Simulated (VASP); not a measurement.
Output of a VASP run:

OSZICAR:
```
       N       E                     dE             d eps       ncg     rms          rms(c)
DAV:   1     0.690973331634E+03    0.69097E+03   -0.25297E+04  2800   0.202E+03
DAV:   2     0.601460164471E+02   -0.63083E+03   -0.60961E+03  3056   0.582E+02
DAV:   3    -0.550263915341E+02   -0.11517E+03   -0.11361E+03  4304   0.217E+02
DAV:   4    -0.602546358801E+02   -0.52282E+01   -0.52235E+01  3780   0.493E+01
DAV:   5    -0.604662172600E+02   -0.21158E+00   -0.21154E+00  3996   0.808E+00    0.321E+01
DAV:   6    -0.427633040514E+02    0.17703E+02   -0.12894E+02  3368   0.105E+02    0.125E+01
DAV:   7    -0.422669347783E+02    0.49637E+00   -0.20490E+01  3492   0.359E+01    0.784E+00
DAV:   8    -0.422579507349E+02    0.89840E-02   -0.53334E+00  3524   0.205E+01    0.449E+00
DAV:   9    -0.420402982730E+02    0.21765E+00   -0.18659E+00  3584   0.117E+01    0.106E+00
DAV:  10    -0.420510178746E+02   -0.10720E-01   -0.91990E-02  3408   0.248E+00    0.179E-01
DAV:  11    -0.420510123105E+02    0.55641E-05   -0.34276E-03  3700   0.437E-01    0.921E-02
DAV:  12    -0.420509663221E+02    0.45988E-04   -0.43296E-04  3632   0.141E-01    0.403E-02
DAV:  13    -0.420509529462E+02    0.13376E-04   -0.71216E-05  3972   0.660E-02    0.932E-03
DAV:  14    -0.420509527000E+02    0.24620E-06   -0.45075E-06  4076   0.189E-02    0.332E-03
DAV:  15    -0.420509531270E+02   -0.42695E-06   -0.11632E-06  3656   0.680E-03    0.156E-03
DAV:  16    -0.420509531120E+02    0.14973E-07   -0.30111E-07  2704   0.445E-03
   1 F= -.42050953E+02 E0= -.42050953E+02  d E =0.000000E+00
```

File OUTCAR:
```
------------------------ aborting loop because EDIFF is reached ----------------------------------------
  FORCE on cell =-STRESS in cart. coord.  units (eV):
  Direction    XX          YY          ZZ          XY          YZ          ZX
  --------------------------------------------------------------------------------------
  Total        0.0534049      0.0534049      0.0371468     -0.0000000      0.0000000      0.0000000
  in kB        1.3489709      1.3489709      0.9383033     -0.0000000      0.0000000      0.0000000
  external PRESSURE =       1.2120817 kB  Pullay stress =       0.0000000 kB
  volume of cell :       63.43
      direct lattice vectors                 reciprocal lattice vectors
     4.623278591  0.000000000  0.000000000     0.216296721  0.000000000  0.000000000
     0.000000000  4.623278591  0.000000000     0.000000000  0.216296721  0.000000000
     0.000000000  0.000000000  2.967485433     0.000000000  0.000000000  0.336985647
 POSITION                                       TOTAL-FORCE (eV/Angst)
 -----------------------------------------------------------------------------------
      0.00000      0.00000      0.00000         0.000000      0.000000      0.000000
      2.31164      2.31164      1.48374         0.000000      0.000000      0.000000
      1.40644      1.40644      0.00000         0.005444      0.005444     -0.000000
      3.71808      0.90520      1.48374         0.005444     -0.005444      0.000000
      0.90520      3.71808      1.48374        -0.005444      0.005444      0.000000
      3.21684      3.21684      0.00000        -0.005444     -0.005444      0.000000
 -----------------------------------------------------------------------------------
    total drift:                                0.000000      0.000000      0.000000
  FREE ENERGIE OF THE ION-ELECTRON SYSTEM (eV)
  ---------------------------------------------------
  free  energy   TOTEN  =       -42.0509531120 eV

  energy  without entropy=      -42.0509531120  energy(sigma->0) =      -42.05095311

 total charge

# of ion       s       p       d       tot
------------------------------------------
    1        2.214   6.288   1.701  10.203
    2        2.214   6.288   1.701  10.203
    3        1.564   3.498   0.000   5.062
    4        1.564   3.498   0.000   5.062
    5        1.564   3.498   0.000   5.062
    6        1.564   3.498   0.000   5.062
--------------------------------------------------
tot         10.684  26.570   3.402  40.655

 Electric field gradients after diagonalization (V/A^2)
 (convention: |V_zz| > |V_xx| > |V_yy|)
----------------------------------------------------------------------
 ion       V_xx      V_yy      V_zz     asymmetry (V_yy - V_xx)/ V_zz
----------------------------------------------------------------------
   1      12.649     7.104   -19.753       0.281
   2      12.649     7.104   -19.753       0.281
   3     -20.952    -0.872    21.824       0.920
   4     -20.952    -0.872    21.824       0.920
   5     -20.952    -0.872    21.824       0.920
   6     -20.952    -0.872    21.824       0.920
```
(Selected blocks of OUTCAR.)

**POSCAR**
```
TiO2
1
    4.6232785908     0.0000000000     0.0000000000
    0.0000000000     4.6232785908     0.0000000000
    0.0000000000     0.0000000000     2.9674854334
Ti O
2 4
Direct
  0.0000000000   0.0000000000   0.0000000000
  0.5000000000   0.5000000000   0.5000000000
  0.3042077896   0.3042077896   0.0000000000
  0.8042077896   0.1957922104   0.5000000000
  0.1957922104   0.8042077896   0.5000000000
  0.6957922104   0.6957922104   0.0000000000
```

Q: Write an INCAR and KPOINTS that could have produced this output.

A: This is not unique; one that fits is the input of the run itself, optB88-vdW, plane waves, VASP's PBE PAW potentials (set 64).

### INCAR
```
SYSTEM = TiO2
PREC = Accurate; ENCUT = 520; LREAL = .FALSE.
LASPH = .TRUE.
EDIFF = 1E-7; NELM = 100; ALGO = Normal
LMAXMIX = 4
ISMEAR = -5
GGA = BO; LUSE_VDW = .TRUE.; AGGAC = 0.0
PARAM1 = 0.1833333333; PARAM2 = 0.22
ISIF = 2
LWAVE = .FALSE.; LCHARG = .TRUE.; LORBIT = 11
NEDOS = 601
LEFG = .TRUE.
```

KPOINTS:
```
Automatic mesh
0
G
 6 6 8
```

POTCAR, in this order: Ti_sv O (PBE.64 set). Program: vasp_std.

The compound is TiO2 in the rutile structure. It was relaxed first.
